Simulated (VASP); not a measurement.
OSZICAR of a VASP run on PtS₂ (1T layered):

### OSZICAR
```
       N       E                     dE             d eps       ncg     rms          rms(c)
DAV:   1     0.119561603476E+03    0.11956E+03   -0.10662E+04  1240   0.131E+03
DAV:   2    -0.714407449464E+01   -0.12671E+03   -0.12402E+03  1543   0.248E+02
DAV:   3    -0.120499430970E+02   -0.49059E+01   -0.48847E+01  1508   0.529E+01
DAV:   4    -0.121046287475E+02   -0.54686E-01   -0.54668E-01  1543   0.601E+00
DAV:   5    -0.121055548976E+02   -0.92615E-03   -0.92613E-03  1564   0.768E-01    0.175E+01
DAV:   6    -0.110715646484E+02    0.10340E+01   -0.79890E+00  1221   0.292E+01    0.121E+01
DAV:   7    -0.108112732258E+02    0.26029E+00   -0.14394E+00  1221   0.132E+01    0.561E+00
DAV:   8    -0.107973598200E+02    0.13913E-01   -0.98888E-02  1375   0.225E+00    0.142E+00
DAV:   9    -0.107915863131E+02    0.57735E-02   -0.15082E-02  1396   0.140E+00    0.271E-01
DAV:  10    -0.107917075510E+02   -0.12124E-03   -0.19355E-03  1445   0.320E-01    0.709E-02
DAV:  11    -0.107917310555E+02   -0.23505E-04   -0.53079E-05  1574   0.679E-02    0.379E-02
DAV:  12    -0.107917303225E+02    0.73306E-06   -0.68881E-06  1452   0.277E-02    0.107E-02
DAV:  13    -0.107917305059E+02   -0.18341E-06   -0.93417E-07  1410   0.798E-03    0.314E-03
DAV:  14    -0.107917305149E+02   -0.90299E-08   -0.86634E-08   978   0.308E-03
   1 F= -.10791731E+02 E0= -.10791731E+02  d E =0.000000E+00
```

Question: Which electronic solver shows in the log?

Answer: It is blocked Davidson (ALGO = Normal, or the opening steps of other solvers). The INCAR had ALGO = Normal.

Question: Can the final energy be trusted as converged?

Answer: The calculation finished and met its thresholds. It stopped with EDIFF = 1E-7, NELM = 100 (rev-vdW-DF2, plane waves, VASP's PBE PAW potentials (set 64)).

The compound is PtS2 in the 1T layered structure. It was relaxed first.
